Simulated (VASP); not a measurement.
C:

```
C
1.0
     2.46100    0.00000    0.00000
    -1.23050    2.13129    0.00000
     0.00000    0.00000    6.97632
C
4
Direct
  0.00000 0.00000 0.25000
  0.33333 0.66667 0.25000
  0.00000 0.00000 0.75000
  0.66667 0.33333 0.75000
```

The cell was built by a generator and needn't be a form met in nature.

Base run:

```yaml
Program: VASP 6.6.1
Functional: r2SCAN
Potentials_or_basis: VASP PAW PBE potentials, release 64 (C)
Cutoff: 520 eV
k_mesh: 16 × 16 × 4
Occupations: fermi-dirac, width 0.05 eV
Spin: no spin polarisation
```

Its results: band gap on the k mesh 0.72 eV, direct; pressure -1.5 GPa.

Task: After a change of settings the same cell gave: band gap on the k mesh 0.66 eV, direct; pressure 1.1 GPa. Which change was it?
A. functional from r2SCAN to PBE; dispersion from none to D4
B. functional from r2SCAN to PBEsol
C. functional from r2SCAN to vdW-DF
D. functional from r2SCAN to rev-vdW-DF2

Result: D.

Caveats: the PAW data sets were made with another functional, which shifts forces and pressure a little.
